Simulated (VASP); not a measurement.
OSZICAR of a VASP run on C31Si32:

### OSZICAR
```
...
DAV:   5    -0.529517223953E+03   -0.93126E-01   -0.92984E-01   760   0.220E+00    0.481E+01
RMM:   6    -0.471740446723E+03    0.57777E+02   -0.17578E+02   632   0.228E+01    0.222E+01
RMM:   7    -0.473042794496E+03   -0.13023E+01   -0.62397E+01   634   0.151E+01    0.105E+01
RMM:   8    -0.472689080774E+03    0.35371E+00   -0.43251E+00   632   0.502E+00    0.531E+00
RMM:   9    -0.472689609652E+03   -0.52888E-03   -0.17820E+00   632   0.273E+00    0.184E+00
RMM:  10    -0.472664926890E+03    0.24683E-01   -0.17215E-01   634   0.106E+00    0.855E-01
RMM:  11    -0.472649186177E+03    0.15741E-01   -0.14543E-01   633   0.673E-01    0.350E-01
RMM:  12    -0.472652181664E+03   -0.29955E-02   -0.22512E-02   645   0.326E-01    0.235E-01
RMM:  13    -0.472652561390E+03   -0.37973E-03   -0.35296E-03   644   0.132E-01    0.799E-02
RMM:  14    -0.472652632411E+03   -0.71022E-04   -0.75240E-04   647   0.589E-02    0.408E-02
RMM:  15    -0.472652649997E+03   -0.17586E-04   -0.20649E-04   652   0.289E-02    0.232E-02
RMM:  16    -0.472652658364E+03   -0.83666E-05   -0.51018E-05   505   0.144E-02
   1 F= -.47265266E+03 E0= -.47263615E+03  d E =-.472653E+03  mag=     3.0000
       N       E                     dE             d eps       ncg     rms          rms(c)
DAV:   1    -0.473244720488E+03   -0.59207E+00   -0.13134E+02   656   0.303E+01    0.343E+00
RMM:   2    -0.473310390814E+03   -0.65670E-01   -0.27290E+00   632   0.407E+00    0.147E+00
RMM:   3    -0.473283852448E+03    0.26538E-01   -0.50780E-01   636   0.164E+00    0.772E-01
RMM:   4    -0.473284464108E+03   -0.61166E-03   -0.92417E-02   646   0.690E-01    0.388E-01
RMM:   5    -0.473285461974E+03   -0.99787E-03   -0.17462E-02   661   0.312E-01    0.184E-01
RMM:   6    -0.473285844826E+03   -0.38285E-03   -0.36765E-03   659   0.141E-01    0.896E-02
RMM:   7    -0.473285879992E+03   -0.35166E-04   -0.89007E-04   658   0.673E-02    0.360E-02
RMM:   8    -0.473285898908E+03   -0.18917E-04   -0.17708E-04   658   0.330E-02    0.163E-02
RMM:   9    -0.473285900003E+03   -0.10945E-05   -0.44356E-05   482   0.163E-02
   2 F= -.47328590E+03 E0= -.47326756E+03  d E =-.633242E+00  mag=     3.0000
       N       E                     dE             d eps       ncg     rms          rms(c)
DAV:   1    -0.473377469157E+03   -0.91570E-01   -0.93266E+00   704   0.807E+00    0.865E-01
RMM:   2    -0.473379791664E+03   -0.23225E-02   -0.17989E-01   632   0.103E+00    0.383E-01
RMM:   3    -0.473378051912E+03    0.17398E-02   -0.36330E-02   636   0.423E-01    0.181E-01
RMM:   4    -0.473378169490E+03   -0.11758E-03   -0.63670E-03   653   0.179E-01    0.872E-02
RMM:   5    -0.473378221019E+03   -0.51529E-04   -0.11963E-03   658   0.809E-02    0.392E-02
RMM:   6    -0.473378246379E+03   -0.25361E-04   -0.25708E-04   660   0.370E-02    0.210E-02
RMM:   7    -0.473378248279E+03   -0.18993E-05   -0.61259E-05   551   0.174E-02
   3 F= -.47337825E+03 E0= -.47336038E+03  d E =-.725590E+00  mag=     3.0000
       N       E                     dE             d eps       ncg     rms          rms(c)
DAV:   1    -0.473531363425E+03   -0.15312E+00   -0.89677E+00   644   0.779E+00    0.864E-01
RMM:   2    -0.473543685035E+03   -0.12322E-01   -0.23509E-01   632   0.121E+00    0.416E-01
RMM:   3    -0.473543069100E+03    0.61594E-03   -0.40637E-02   634   0.489E-01    0.201E-01
RMM:   4    -0.473543554920E+03   -0.48582E-03   -0.83299E-03   644   0.207E-01    0.970E-02
RMM:   5    -0.473543681073E+03   -0.12615E-03   -0.15004E-03   669   0.916E-02    0.512E-02
RMM:   6    -0.473543715874E+03   -0.34802E-04   -0.32298E-04   656   0.415E-02    0.219E-02
RMM:   7    -0.473543719949E+03   -0.40747E-05   -0.61808E-05   549   0.190E-02
   4 F= -.47354372E+03 E0= -.47352525E+03  d E =-.165472E+00  mag=     3.0000
       N       E                     dE             d eps       ncg     rms          rms(c)
DAV:   1    -0.473553540409E+03   -0.98245E-02   -0.10161E+00   720   0.262E+00    0.291E-01
RMM:   2    -0.473555017419E+03   -0.14770E-02   -0.26893E-02   632   0.408E-01    0.140E-01
RMM:   3    -0.473554979584E+03    0.37835E-04   -0.47226E-03   637   0.165E-01    0.723E-02
RMM:   4    -0.473555030787E+03   -0.51203E-04   -0.93286E-04   643   0.700E-02    0.348E-02
RMM:   5    -0.473555048678E+03   -0.17890E-04   -0.18712E-04   671   0.315E-02    0.173E-02
RMM:   6    -0.473555052963E+03   -0.42850E-05   -0.34500E-05   445   0.142E-02
   5 F= -.47355505E+03 E0= -.47353644E+03  d E =-.176805E+00  mag=     3.0000
       N       E                     dE             d eps       ncg     rms          rms(c)
DAV:   1    -0.473597154567E+03   -0.42106E-01   -0.63586E+00   656   0.661E+00    0.736E-01
RMM:   2    -0.473601947155E+03   -0.47926E-02   -0.14600E-01   632   0.940E-01    0.327E-01
RMM:   3    -0.473601496182E+03    0.45097E-03   -0.26811E-02   634   0.383E-01    0.167E-01
RMM:   4    -0.473601747302E+03   -0.25112E-03   -0.48770E-03   648   0.159E-01    0.814E-02
RMM:   5    -0.473601798129E+03   -0.50827E-04   -0.79016E-04   649   0.705E-02    0.350E-02
RMM:   6    -0.473601821190E+03   -0.23061E-04   -0.20305E-04   661   0.326E-02    0.157E-02
RMM:   7    -0.473601823923E+03   -0.27322E-05   -0.39622E-05   461   0.147E-02
   6 F= -.47360182E+03 E0= -.47358295E+03  d E =-.467710E-01  mag=     3.0000
       N       E                     dE             d eps       ncg     rms          rms(c)
DAV:   1    -0.473602095402E+03   -0.27421E-03   -0.35381E-02   728   0.492E-01    0.550E-02
RMM:   2    -0.473602118824E+03   -0.23422E-04   -0.80919E-04   632   0.692E-02    0.243E-02
RMM:   3    -0.473602115527E+03    0.32970E-05   -0.14942E-04   635   0.279E-02    0.128E-02
RMM:   4    -0.473602116048E+03   -0.52096E-06   -0.24741E-05   395   0.114E-02
   7 F= -.47360212E+03 E0= -.47358326E+03  d E =-.470631E-01  mag=     3.0000
       N       E                     dE             d eps       ncg     rms          rms(c)
DAV:   1    -0.473611601730E+03   -0.94862E-02   -0.15614E+00   664   0.333E+00    0.351E-01
RMM:   2    -0.473612620418E+03   -0.10187E-02   -0.28765E-02   632   0.424E-01    0.152E-01
RMM:   3    -0.473612392980E+03    0.22744E-03   -0.52336E-03   634   0.170E-01    0.717E-02
RMM:   4    -0.473612426199E+03   -0.33220E-04   -0.10530E-03   641   0.729E-02    0.329E-02
RMM:   5    -0.473612441248E+03   -0.15048E-04   -0.19558E-04   668   0.316E-02    0.170E-02
RMM:   6    -0.473612445048E+03   -0.38004E-05   -0.35039E-05   446   0.141E-02
   8 F= -.47361245E+03 E0= -.47359346E+03  d E =-.103290E-01  mag=     3.0000
       N       E                     dE             d eps       ncg     rms          rms(c)
DAV:   1    -0.473612450899E+03   -0.96516E-05   -0.76803E-04   728   0.737E-02    0.849E-03
RMM:   2    -0.473612452001E+03   -0.11020E-05   -0.17855E-05   391   0.105E-02    0.414E-03
RMM:   3    -0.473612452117E+03   -0.11612E-06   -0.30721E-06   365   0.414E-03    0.238E-03
RMM:   4    -0.473612452150E+03   -0.32644E-07   -0.38156E-07   202   0.187E-03
   9 F= -.47361245E+03 E0= -.47359347E+03  d E =-.103361E-01  mag=     3.0000
       N       E                     dE             d eps       ncg     rms          rms(c)
DAV:   1    -0.473614754890E+03   -0.23028E-02   -0.37048E-01   672   0.163E+00    0.168E-01
RMM:   2    -0.473614915629E+03   -0.16074E-03   -0.65068E-03   632   0.202E-01    0.750E-02
RMM:   3    -0.473614847237E+03    0.68392E-04   -0.12272E-03   634   0.811E-02    0.342E-02
RMM:   4    -0.473614854761E+03   -0.75236E-05   -0.25146E-04   644   0.347E-02    0.160E-02
RMM:   5    -0.473614858126E+03   -0.33648E-05   -0.47552E-05   475   0.153E-02
  10 F= -.47361486E+03 E0= -.47359585E+03  d E =-.240598E-02  mag=     3.0000
       N       E                     dE             d eps       ncg     rms          rms(c)
DAV:   1    -0.473614877159E+03   -0.22398E-04   -0.33239E-03   752   0.154E-01    0.169E-02
RMM:   2    -0.473614879449E+03   -0.22903E-05   -0.66397E-05   585   0.203E-02    0.810E-03
RMM:   3    -0.473614879372E+03    0.77631E-07   -0.13360E-05   372   0.840E-03    0.431E-03
RMM:   4    -0.473614879502E+03   -0.13065E-06   -0.24682E-06   361   0.347E-03
  11 F= -.47361488E+03 E0= -.47359587E+03  d E =-.242735E-02  mag=     3.0000
       N       E                     dE             d eps       ncg     rms          rms(c)
DAV:   1    -0.473615582182E+03   -0.70281E-03   -0.96587E-02   656   0.830E-01    0.909E-02
RMM:   2    -0.473615658747E+03   -0.76566E-04   -0.18683E-03   632   0.109E-01    0.452E-02
RMM:   3    -0.473615640132E+03    0.18616E-04   -0.36861E-04   634   0.448E-02    0.206E-02
RMM:   4    -0.473615644650E+03   -0.45184E-05   -0.85344E-05   646   0.200E-02
  12 F= -.47361564E+03 E0= -.47359668E+03  d E =-.765148E-03  mag=     3.0000
       N       E                     dE             d eps       ncg     rms          rms(c)
DAV:   1    -0.473615652021E+03   -0.11890E-04   -0.85704E-04   736   0.778E-02    0.116E-02
RMM:   2    -0.473615653515E+03   -0.14942E-05   -0.21779E-05   393   0.120E-02    0.678E-03
RMM:   3    -0.473615653555E+03   -0.39825E-07   -0.43627E-06   354   0.484E-03    0.375E-03
RMM:   4    -0.473615653650E+03   -0.95213E-07   -0.90442E-07   276   0.235E-03
  13 F= -.47361565E+03 E0= -.47359669E+03  d E =-.774148E-03  mag=     3.0000
       N       E                     dE             d eps       ncg     rms          rms(c)
DAV:   1    -0.473616012527E+03   -0.35897E-03   -0.45745E-02   656   0.569E-01    0.595E-02
RMM:   2    -0.473616042781E+03   -0.30254E-04   -0.82821E-04   632   0.721E-02    0.298E-02
RMM:   3    -0.473616037191E+03    0.55898E-05   -0.17399E-04   640   0.298E-02    0.141E-02
RMM:   4    -0.473616039045E+03   -0.18541E-05   -0.35354E-05   434   0.128E-02
  14 F= -.47361604E+03 E0= -.47359713E+03  d E =-.385395E-03  mag=     3.0000
```

Task: Which electronic solver shows in the log?

Result: It is blocked Davidson (ALGO = Normal, or the opening steps of other solvers) and then RMM-DIIS (ALGO = Fast or VeryFast). The INCAR had ALGO = Fast.

Task: How was spin treated?

Result: Collinear spin (ISPIN = 2): the summary line carries one mag value, 3.00 μB in the cell.

Task: Can the final energy be trusted as converged?

Result: The run converged. It stopped with EDIFF = 1E-5, NELM = 100, NSW = 60 and EDIFFG = -0.03 after 14 ionic steps (PBE GGA, plane waves, VASP's PBE PAW potentials (set 64)).  The cell is charged, with a uniform compensating background. The supercell is sampled at Γ alone, which is coarse: total energies, pressure and levels can be off, energies of defects by several tenths of an eV.

The cell is a supercell with a defect, built from SiC (zinc blende): vac_C, charge +1. The total moment is imposed (NUPDOWN), so this need not be the lowest spin state.
